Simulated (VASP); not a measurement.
Output of a VASP run:

File OUTCAR:
```
 ion  position               nearest neighbor table
   1  0.000  0.000  0.000-   2 2.56   2 2.56   2 2.56   2 2.56   2 2.56   2 2.56
   2  0.667  0.333  0.500-   1 2.56   1 2.56   1 2.56   1 2.56   1 2.56   1 2.56
  LATTYP: Found a hexagonal cell.
 ALAT       =     2.8787596174
 C/A-ratio  =     1.3558694278
 Subroutine PRICEL returns:
 Original cell was already a primitive cell.
 Subroutine GETGRP returns: Found 12 space group operations
The static configuration has the point symmetry D_3h.
The dynamic configuration has the point symmetry D_3h.
 Subroutine INISYM returns: Found 12 space group operations
 Subroutine IBZKPT returns following result:
 Found    105 irreducible k-points:

 Following reciprocal coordinates:
            Coordinates               Weight
  0.000000  0.000000  0.000000      1.000000
  0.076923 -0.000000  0.000000      6.000000
  0.153846  0.000000  0.000000      6.000000
  0.230769 -0.000000  0.000000      6.000000
  0.307692  0.000000  0.000000      6.000000
  0.384615 -0.000000  0.000000      6.000000
  0.461538  0.000000  0.000000      6.000000
  0.076923  0.076923  0.000000      6.000000
  0.153846  0.076923  0.000000     12.000000
  0.230769  0.076923  0.000000     12.000000
  0.307692  0.076923  0.000000     12.000000
  0.384615  0.076923  0.000000     12.000000
  0.461538  0.076923  0.000000      6.000000
  0.153846  0.153846  0.000000      6.000000
  0.230769  0.153846  0.000000     12.000000
  0.307692  0.153846  0.000000     12.000000
  0.384615  0.153846  0.000000     12.000000
  0.230769  0.230769  0.000000      6.000000
  0.307692  0.230769  0.000000     12.000000
  0.384615  0.230769  0.000000      6.000000
  0.307692  0.307692  0.000000      6.000000
  0.000000  0.000000  0.111111      2.000000
  0.076923 -0.000000  0.111111     12.000000
  0.153846  0.000000  0.111111     12.000000
  0.230769 -0.000000  0.111111     12.000000
  0.307692  0.000000  0.111111     12.000000
  0.384615 -0.000000  0.111111     12.000000
  0.461538  0.000000  0.111111     12.000000
  0.076923  0.076923  0.111111     12.000000
  0.153846  0.076923  0.111111     24.000000
  0.230769  0.076923  0.111111     24.000000
  0.307692  0.076923  0.111111     24.000000
  0.384615  0.076923  0.111111     24.000000
  0.461538  0.076923  0.111111     12.000000
  0.153846  0.153846  0.111111     12.000000
  0.230769  0.153846  0.111111     24.000000
  0.307692  0.153846  0.111111     24.000000
  0.384615  0.153846  0.111111     24.000000
  0.230769  0.230769  0.111111     12.000000
  0.307692  0.230769  0.111111     24.000000
   k-points           NKPTS =    105   k-points in BZ     NKDIM =    105   number of bands    NBANDS=     17
   number of dos      NEDOS =    301   number of ions     NIONS =      2
   total plane-waves  NPLWV =  11200
   dimension x,y,z NGX =    20 NGY =   20 NGZ =   28
   dimension x,y,z NGXF=    40 NGYF=   40 NGZF=   56
   ions per type =               1   1
   PREC   = accura    normal or accurate (medium, high low for compatibility)
   ISTART =      0    job   : 0-new  1-cont  2-samecut
   ICHARG =      2    charge: 1-file 2-atom 10-const
   ISPIN  =      1    spin polarized calculation?
   LNONCOLLINEAR =      F non collinear calculations
   LSORBIT =      F    spin-orbit coupling
   INIWAV =      1    electr: 0-lowe 1-rand  2-diag
   ENCUT  =  400.0 eV  29.40 Ry    5.42 a.u.   4.69  4.69  6.37*2*pi/ulx,y,z
   NELM   =    100;   NELMIN=  2; NELMDL= -5     # of ELM steps
   EDIFF  = 0.1E-05   stopping-criterion for ELM
   LREAL  =      F    real-space projection
   NLSPLINE    = F    spline interpolate recip. space projectors
   LMAXMIX     =    4 max onsite mixed and CHGCAR
   VOSKOWN=      0    Vosko Wilk Nusair interpolation
   EDIFFG = -.1E-01   stopping-criterion for IOM
   NSW    =     60    number of steps for IOM
   NBLOCK =      1;   KBLOCK =     60    inner block; outer block
...
```

### OSZICAR
```
...
DAV:  10    -0.150120407614E+02    0.38597E-03   -0.90800E-04  5179   0.470E-01    0.615E-02
DAV:  11    -0.150120401388E+02    0.62257E-06   -0.47489E-05  4078   0.695E-02    0.208E-02
DAV:  12    -0.150120404525E+02   -0.31366E-06   -0.51192E-06  4101   0.305E-02
   1 F= -.15012040E+02 E0= -.15012211E+02  d E =-.150120E+02
       N       E                     dE             d eps       ncg     rms          rms(c)
DAV:   1    -0.150160709611E+02   -0.40308E-02   -0.71429E-02  4369   0.450E+00    0.596E-01
DAV:   2    -0.150136180877E+02    0.24529E-02   -0.36079E-02  4123   0.179E+00    0.287E-01
DAV:   3    -0.150123816946E+02    0.12364E-02   -0.76176E-03  4127   0.797E-01    0.102E-01
DAV:   4    -0.150121687850E+02    0.21291E-03   -0.56172E-04  4186   0.316E-01    0.413E-02
DAV:   5    -0.150121533834E+02    0.15402E-04   -0.45777E-05  4066   0.122E-01    0.868E-03
DAV:   6    -0.150121524833E+02    0.90008E-06   -0.84404E-06  4519   0.400E-02
   2 F= -.15012152E+02 E0= -.15012327E+02  d E =-.112031E-03
       N       E                     dE             d eps       ncg     rms          rms(c)
DAV:   1    -0.150121669262E+02   -0.13543E-04   -0.23831E-04  4371   0.257E-01    0.341E-02
DAV:   2    -0.150121591997E+02    0.77265E-05   -0.11851E-04  4123   0.103E-01    0.163E-02
DAV:   3    -0.150121552223E+02    0.39774E-05   -0.25075E-05  4112   0.458E-02    0.578E-03
DAV:   4    -0.150121542775E+02    0.94482E-06   -0.15922E-06  2253   0.182E-02
   3 F= -.15012154E+02 E0= -.15012329E+02  d E =-.113825E-03
       N       E                     dE             d eps       ncg     rms          rms(c)
DAV:   1    -0.150121588019E+02   -0.35796E-05   -0.97628E-05  4367   0.160E-01    0.228E-02
DAV:   2    -0.150121552320E+02    0.35700E-05   -0.55555E-05  4117   0.685E-02    0.113E-02
DAV:   3    -0.150121532825E+02    0.19494E-05   -0.11655E-05  3299   0.309E-02    0.374E-03
DAV:   4    -0.150121531199E+02    0.16262E-06   -0.60713E-07  1816   0.116E-02
   4 F= -.15012153E+02 E0= -.15012328E+02  d E =-.112667E-03
       N       E                     dE             d eps       ncg     rms          rms(c)
DAV:   1    -0.150131367493E+02   -0.98347E-03   -0.18470E-02  4378   0.230E+00    0.301E-01
DAV:   2    -0.150125180610E+02    0.61869E-03   -0.92538E-03  4118   0.911E-01    0.145E-01
DAV:   3    -0.150121962359E+02    0.32183E-03   -0.19772E-03  4120   0.404E-01    0.528E-02
DAV:   4    -0.150121362740E+02    0.59962E-04   -0.14697E-04  4153   0.163E-01    0.204E-02
DAV:   5    -0.150121301879E+02    0.60861E-05   -0.12882E-05  4139   0.642E-02    0.481E-03
DAV:   6    -0.150121298959E+02    0.29201E-06   -0.25373E-06  2687   0.222E-02
   5 F= -.15012130E+02 E0= -.15012301E+02  d E =0.232240E-04
       N       E                     dE             d eps       ncg     rms          rms(c)
DAV:   1    -0.150127047713E+02   -0.57458E-03   -0.10149E-02  4362   0.170E+00    0.223E-01
DAV:   2    -0.150123593293E+02    0.34544E-03   -0.49905E-03  4111   0.673E-01    0.106E-01
DAV:   3    -0.150121868435E+02    0.17249E-03   -0.10627E-03  4119   0.297E-01    0.392E-02
DAV:   4    -0.150121562199E+02    0.30624E-04   -0.81338E-05  4152   0.121E-01    0.153E-02
DAV:   5    -0.150121547477E+02    0.14722E-05   -0.68141E-06  3952   0.471E-02    0.333E-03
DAV:   6    -0.150121545797E+02    0.16799E-06   -0.10215E-06  1855   0.156E-02
   6 F= -.15012155E+02 E0= -.15012328E+02  d E =-.145975E-05
```

OUTCAR:
```
------------------------ aborting loop because EDIFF is reached ----------------------------------------
  FORCE on cell =-STRESS in cart. coord.  units (eV):
  Direction    XX          YY          ZZ          XY          YZ          ZX
  --------------------------------------------------------------------------------------
  Total       -0.0084544     -0.0084544      0.0048741     -0.0000000      0.0000000      0.0000000
  in kB       -0.4847811     -0.4847810      0.2794821     -0.0000001      0.0000000      0.0000000
  external PRESSURE =      -0.2300267 kB  Pullay stress =       0.0000000 kB
  volume of cell :       27.94
      direct lattice vectors                 reciprocal lattice vectors
     2.876605250 -0.000000085 -0.000000000     0.347631993  0.200705391  0.000000000
    -1.438302273  2.491213030  0.000000000     0.000000012  0.401410881  0.000000000
    -0.000000000 -0.000000000  3.899050333     0.000000000 -0.000000000  0.256472709
 POSITION                                       TOTAL-FORCE (eV/Angst)
 -----------------------------------------------------------------------------------
     -0.00000      0.00000      0.00000        -0.000000     -0.000000      0.000000
      1.43830      0.83040      1.94953         0.000000      0.000000     -0.000000
 -----------------------------------------------------------------------------------
    total drift:                               -0.000641      0.000370      0.000000
  FREE ENERGIE OF THE ION-ELECTRON SYSTEM (eV)
  ---------------------------------------------------
  free  energy   TOTEN  =       -15.0121545797 eV

  energy  without entropy=      -15.0126756889  energy(sigma->0) =      -15.01232828

 reached required accuracy - stopping structural energy minimisation
```
(Selected blocks of OUTCAR.)

POSCAR:
```
VGe
1
    2.8787596174    -0.0000000850     0.0000000000
   -1.4393794564     2.4930787666     0.0000000000
    0.0000000000    -0.0000000000     3.9032221552
V Ge
1 1
Direct
  0.0000000000   0.0000000000   0.0000000000
  0.6666670000   0.3333330000   0.5000000000
```

### Question
Reconstruct the remaining input files.

### Answer
This is not unique; one that fits is the input of the run itself, PBEsol GGA, plane waves, VASP's PBE PAW potentials (set 64).

**INCAR**
```
SYSTEM = VGe
PREC = Accurate; ENCUT = 400; LREAL = F
LASPH = T
EDIFF = 1E-6; NELM = 100; ALGO = Normal
LMAXMIX = 4
ISMEAR = 1; SIGMA = 0.1
GGA = PS
IBRION = 2; NSW = 60; ISIF = 3
EDIFFG = -0.01
LWAVE = F; LCHARG = F
```

### KPOINTS
```
Automatic mesh
0
Gamma
13 13 9
0 0 0
```

POTCAR, in this order: V_sv Ge_d (PBE.64 set). Program: vasp_std.

The structure was generated: VGe was put into the WC type (P-6m2), which need not be its known phase. This run relaxes it. Symmetry was kept, so distortions that lower it aren't found. The start is the result of an earlier pass. The run is not spin-polarised, so no magnetic state was tried. The electron count is odd and the run is not spin-polarised, which forces a metal.
